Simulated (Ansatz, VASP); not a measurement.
# KTaO3 in two plane-wave programs, part 3 of 3

Wanted: the spread between two codes on one cell, functional and k mesh. The cell is taken from a series of runs on this material, whose earlier steps may have relaxed, scaled, displaced or heated it; both programs get it as it stands.

VASP 6.6.1 and Ansatz 0.2.0.

So far: The structure; Ansatz: zone-centre phonons, LDA; VASP: zone-centre phonons, LDA.

## (3) VASP: zone-centre phonons, LDA (continued)

Level of this step: LDA; plane waves and PAW (O, K_sv, Ta_pv) (VASP).

Numbers of over 12 decimals in the logs are rounded to 6 here.

From OUTCAR (step 3):

```text
ion  position               nearest neighbor table
   1  0.500  0.000  0.000-   5 1.96   5 1.96   4 2.78   4 2.78   4 2.78   4 2.78
   2  0.000  0.500  0.000-   5 1.96   5 1.96   4 2.78   4 2.78   4 2.78   4 2.78
   3  0.000  0.000  0.500-   5 1.96   5 1.96   4 2.78   4 2.78   4 2.78   4 2.78
   4  0.500  0.500  0.500-   1 2.78   2 2.78   3 2.78   1 2.78   2 2.78   1 2.78   3 2.78   1 2.78
                             2 2.78   3 2.78   2 2.78   3 2.78   5 3.40   5 3.40   5 3.40   5 3.40
   5  0.000  0.000  0.000-   1 1.96   2 1.96   3 1.96   3 1.96   2 1.96   1 1.96   4 3.40   4 3.40
                             4 3.40   4 3.40   4 3.40   4 3.40   4 3.40   4 3.40

  LATTYP: Found a simple cubic cell.
 ALAT       =     3.9248364359

 Subroutine GETGRP returns: Found 48 space group operations
 (whereof 48 operations were pure point group operations)

The static configuration has the point symmetry O_h .

 Found     35 irreducible k-points:

   k-points           NKPTS =     35   k-points in BZ     NKDIM =     35   number of bands    NBANDS=     25

   dimension x,y,z NGX =    32 NGY =   32 NGZ =   32
   dimension x,y,z NGXF=    64 NGYF=   64 NGZF=   64

   ENCUT  =  600.0 eV  44.10 Ry    6.64 a.u.   7.84  7.84  7.84*2*pi/ulx,y,z

   NELECT =      38.0000    total number of electrons

 k-points in reciprocal lattice and weights: Automatic mesh
   0.00000000  0.00000000  0.00000000       0.002
   0.12500000  0.00000000  0.00000000       0.012
   0.25000000  0.00000000  0.00000000       0.012
   0.37500000  0.00000000  0.00000000       0.012
   0.50000000  0.00000000  0.00000000       0.006
   0.12500000  0.12500000  0.00000000       0.023
   0.25000000  0.12500000  0.00000000       0.047
   0.37500000  0.12500000  0.00000000       0.047
   0.50000000  0.12500000  0.00000000       0.023
[...]
0.50000000  0.50000000  0.37500000       0.012
   0.50000000  0.50000000  0.50000000       0.002

 average (electrostatic) potential at core
       1 -72.6780       2 -72.6780       3 -72.6780       4 -31.7891       5 -40.6167

  Total        2.2590648      2.2590648      2.2590648     -0.0000000      0.0000000     -0.0000000
[...]
2    -0.00000     1.15584    -0.00000
    3     0.00000     0.00000     1.15584
 ion    5
    1     8.76637     0.00000     0.00000
    2    -0.00000     8.76637     0.00000
    3     0.00000     0.00000     8.76637

 Eigenvectors and eigenvalues of the dynamical matrix
 ----------------------------------------------------

   1 f  =   17.937661 THz   112.705646 2PiTHz  598.335953 cm-1    74.184170 meV
             X         Y         Z           dx          dy          dz
      1.962418  0.000000  0.000000    -0.000000    0.000000   -0.308799
      0.000000  1.962418  0.000000     0.000000   -0.000000   -0.308799
      0.000000  0.000000  1.962418     0.000000    0.000000    0.896117
      1.962418  1.962418  1.962418    -0.000000    0.000000   -0.009344
      0.000000  0.000000  0.000000    -0.000000   -0.000000   -0.078566

   2 f  =   17.937661 THz   112.705646 2PiTHz  598.335953 cm-1    74.184170 meV
             X         Y         Z           dx          dy          dz
      1.962418  0.000000  0.000000     0.894770    0.016928    0.000000
      0.000000  1.962418  0.000000    -0.308335   -0.049125   -0.000000
      0.000000  0.000000  1.962418    -0.308335    0.016928   -0.000000
      1.962418  1.962418  1.962418    -0.009330    0.000512    0.000000
      0.000000  0.000000  0.000000    -0.078448    0.004307    0.000000

   3 f  =   17.937661 THz   112.705646 2PiTHz  598.335953 cm-1    74.184170 meV
             X         Y         Z           dx          dy          dz
      1.962418  0.000000  0.000000     0.049125   -0.308335   -0.000000
      0.000000  1.962418  0.000000    -0.016928    0.894770   -0.000000
      0.000000  0.000000  1.962418    -0.016928   -0.308335    0.000000
      1.962418  1.962418  1.962418    -0.000512   -0.009330    0.000000
      0.000000  0.000000  0.000000    -0.004307   -0.078448   -0.000000

   4 f  =    7.090150 THz    44.548729 2PiTHz  236.501961 cm-1    29.322493 meV
             X         Y         Z           dx          dy          dz
      1.962418  0.000000  0.000000    -0.000000   -0.075052   -0.005260
      0.000000  1.962418  0.000000    -0.703093    0.000000    0.005260
      0.000000  0.000000  1.962418     0.703093    0.075052   -0.000000
      1.962418  1.962418  1.962418    -0.000000   -0.000000   -0.000000
      0.000000  0.000000  0.000000     0.000000    0.000000   -0.000000

   5 f  =    7.090150 THz    44.548729 2PiTHz  236.501961 cm-1    29.322493 meV
             X         Y         Z           dx          dy          dz
      1.962418  0.000000  0.000000     0.000000   -0.541824    0.451066
      0.000000  1.962418  0.000000     0.054463   -0.000000   -0.451066
      0.000000  0.000000  1.962418    -0.054463    0.541824   -0.000000
      1.962418  1.962418  1.962418    -0.000000    0.000000   -0.000000
      0.000000  0.000000  0.000000    -0.000000    0.000000    0.000000

   6 f  =    7.090150 THz    44.548729 2PiTHz  236.501961 cm-1    29.322493 meV
             X         Y         Z           dx          dy          dz
      1.962418  0.000000  0.000000     0.000000   -0.448101   -0.544529
      0.000000  1.962418  0.000000     0.051907    0.000000    0.544529
      0.000000  0.000000  1.962418    -0.051907    0.448101   -0.000000
      1.962418  1.962418  1.962418    -0.000000   -0.000000    0.000000
      0.000000  0.000000  0.000000    -0.000000    0.000000    0.000000

   7 f  =    5.831593 THz    36.640977 2PiTHz  194.520993 cm-1    24.117518 meV
             X         Y         Z           dx          dy          dz
      1.962418  0.000000  0.000000    -0.197038   -0.012507    0.003468
      0.000000  1.962418  0.000000    -0.275732   -0.008937    0.003468
      0.000000  0.000000  1.962418    -0.275732   -0.012507    0.002478
      1.962418  1.962418  1.962418     0.879139    0.039876   -0.011057
      0.000000  0.000000  0.000000    -0.184453   -0.008366    0.002320

   8 f  =    5.831593 THz    36.640977 2PiTHz  194.520993 cm-1    24.117518 meV
             X         Y         Z           dx          dy          dz
      1.962418  0.000000  0.000000     0.002477    0.000112    0.276016
      0.000000  1.962418  0.000000     0.003466    0.000080    0.276016
      0.000000  0.000000  1.962418     0.003466    0.000112    0.197240
      1.962418  1.962418  1.962418    -0.011052   -0.000357   -0.880043
      0.000000  0.000000  0.000000     0.002319    0.000075    0.184642

   9 f  =    5.831593 THz    36.640977 2PiTHz  194.520993 cm-1    24.117518 meV
             X         Y         Z           dx          dy          dz
      1.962418  0.000000  0.000000     0.008938   -0.275754   -0.000045
      0.000000  1.962418  0.000000     0.012507   -0.197053   -0.000045
      0.000000  0.000000  1.962418     0.012507   -0.275754   -0.000032
      1.962418  1.962418  1.962418    -0.039877    0.879209    0.000144
      0.000000  0.000000  0.000000     0.008367   -0.184467   -0.000030

  10 f  =    3.876229 THz    24.355066 2PiTHz  129.297089 cm-1    16.030789 meV
             X         Y         Z           dx          dy          dz
      1.962418  0.000000  0.000000     0.128836    0.470354   -0.033977
      0.000000  1.962418  0.000000     0.213246    0.284172   -0.033977
      0.000000  0.000000  1.962418     0.213246    0.470354   -0.020528
      1.962418  1.962418  1.962418     0.116347    0.256624   -0.018538
      0.000000  0.000000  0.000000    -0.220644   -0.486671    0.035156

  11 f  =    3.876229 THz    24.355066 2PiTHz  129.297089 cm-1    16.030789 meV
             X         Y         Z           dx          dy          dz
      1.962418  0.000000  0.000000     0.004809    0.033694    0.516394
      0.000000  1.962418  0.000000     0.007960    0.020357    0.516394
      0.000000  0.000000  1.962418     0.007960    0.033694    0.311988
      1.962418  1.962418  1.962418     0.004343    0.018383    0.281743
      0.000000  0.000000  0.000000    -0.008236   -0.034863   -0.534308

  12 f  =    3.876229 THz    24.355066 2PiTHz  129.297089 cm-1    16.030789 meV
             X         Y         Z           dx          dy          dz
      1.962418  0.000000  0.000000     0.284872   -0.213291    0.006649
      0.000000  1.962418  0.000000     0.471512   -0.128863    0.006649
      0.000000  0.000000  1.962418     0.471512   -0.213291    0.004017
      1.962418  1.962418  1.962418     0.257256   -0.116371    0.003628
      0.000000  0.000000  0.000000    -0.487869    0.220690   -0.006880

  13 f/i=    0.013591 THz     0.085397 2PiTHz    0.453358 cm-1     0.056209 meV
             X         Y         Z           dx          dy          dz
      1.962418  0.000000  0.000000     0.028068    0.006278    0.244447
      0.000000  1.962418  0.000000     0.028137    0.006263    0.244447
      0.000000  0.000000  1.962418     0.028137    0.006278    0.243850
      1.962418  1.962418  1.962418     0.043616    0.009732    0.378921
      0.000000  0.000000  0.000000     0.093775    0.020925    0.814696

  14 f/i=    0.013591 THz     0.085397 2PiTHz    0.453358 cm-1     0.056209 meV
             X         Y         Z           dx          dy          dz
      1.962418  0.000000  0.000000     0.170895   -0.176086   -0.015196
      0.000000  1.962418  0.000000     0.171313   -0.175656   -0.015196
      0.000000  0.000000  1.962418     0.171313   -0.176086   -0.015159
      1.962418  1.962418  1.962418     0.265555   -0.272954   -0.023556
      0.000000  0.000000  0.000000     0.570955   -0.586862   -0.050646

  15 f/i=    0.013591 THz     0.085397 2PiTHz    0.453358 cm-1     0.056209 meV
             X         Y         Z           dx          dy          dz
      1.962418  0.000000  0.000000     0.174060    0.171871   -0.024499
      0.000000  1.962418  0.000000     0.174486    0.171451   -0.024499
      0.000000  0.000000  1.962418     0.174486    0.171871   -0.024439
      1.962418  1.962418  1.962418     0.270474    0.266420   -0.037976
      0.000000  0.000000  0.000000     0.581531    0.572815   -0.081649

 MACROSCOPIC STATIC DIELECTRIC TENSOR IONIC CONTRIBUTION
 ------------------------------------------------------
          86.345496     0.000000     0.000000
           0.000000    86.345496    -0.000000
           0.000000    -0.000000    86.345496
 ------------------------------------------------------

 ELASTIC MODULI CONTR FROM IONIC RELAXATION (kBar)
 Direction    XX          YY          ZZ          XY          YZ          ZX
 --------------------------------------------------------------------------------
 XX           0.0000      0.0000      0.0000      0.0000      0.0000      0.0000
 YY           0.0000      0.0000      0.0000      0.0000      0.0000      0.0000
 ZZ           0.0000      0.0000      0.0000      0.0000      0.0000      0.0000
 XY           0.0000      0.0000      0.0000      0.0000      0.0000      0.0000
 YZ           0.0000      0.0000      0.0000      0.0000      0.0000      0.0000
 ZX           0.0000      0.0000      0.0000      0.0000      0.0000      0.0000
 --------------------------------------------------------------------------------

 PIEZOELECTRIC TENSOR IONIC CONTR  for field in x, y, z        (C/m^2)
          XX          YY          ZZ          XY          YZ          ZX
  --------------------------------------------------------------------------------
  x     0.00000     0.00000     0.00000     0.00000     0.00000     0.00000
  y     0.00000     0.00000     0.00000     0.00000     0.00000     0.00000
  z     0.00000     0.00000     0.00000     0.00000     0.00000     0.00000
```

## (4) Differences

Known differences besides the potentials themselves: the two LDA forms differ slightly; fixed occupations in Ansatz, narrow Gaussian smearing in VASP; VASP's response is taken on the typed mesh, Ansatz refines its own for the field response alone; the data sets hold 40 valence electrons in Ansatz (on its PAW soft_1 files) and 38 in VASP; the cutoff is 420 eV in Ansatz and 600 eV in VASP; VASP's log shows a relativistic correction to its local exchange, Ansatz's none. Total energies have different zeros and are not compared.

Both answers:

```tsv
quantity	Ansatz	VASP	difference
ε∞ xx	5.40	5.49	-1.65 %
ε∞ yy	5.40	5.49	-1.65 %
ε∞ zz	5.40	5.49	-1.65 %
Born charge of O1 (mean of the diagonal) (e)	-3.28	-3.31	+0.02
Born charge of K4 (mean of the diagonal) (e)	1.15	1.16	0.00
Born charge of Ta5 (mean of the diagonal) (e)	8.69	8.77	-0.07
optical mode 1 to 3 (cm⁻¹)	121.2	129.3	-6.28 %
optical mode 4 to 6 (cm⁻¹)	189.9	194.5	-2.37 %
optical mode 7 to 9 (cm⁻¹)	239.9	236.5	+1.43 %
optical mode 10 to 12 (cm⁻¹)	586.3	598.3	-2.02 %
```

Modes are paired by rising frequency, not by their patterns, so a pair may set unlike modes beside each other; they are those without the splitting of longitudinal modes.

## (5) Outcome

```json
{"r.m.s. difference of the optical zone-centre modes, each program's sorted by frequency (zone-centre phonons, LDA)": "7.8 cm⁻¹", "difference in optical mode 1 to 3 (zone-centre phonons, LDA)": "-6.3 %"}
```

In words: The r.m.s. difference of the optical zone-centre modes, each program's sorted by frequency is 7.8 cm⁻¹ (zone-centre phonons, LDA). The data sets hold unlike numbers of valence electrons (40 in Ansatz and 38 in VASP), so part of the differences comes from the potentials. Among the rows given in per cent, the largest difference of the zone-centre phonons, LDA pair is in optical mode 1 to 3, -6.3 %. Such differences can come from data sets, numerical settings and the points named under the comparisons, not from the functional's error against experiment.

[Lines on the potential files, build, host, timing and source positions are cut from VASP's logs without a mark.]

[Logs are printed without paths, hosts, clocks, repeated set-up lines and the standing remarks that a program may print on its own settings, such as how far it seeks lower states.]

[Hosts, paths, dates, database ids (printed as entryN), source tags and the programs' standing remarks are cut or masked in the printed files.]
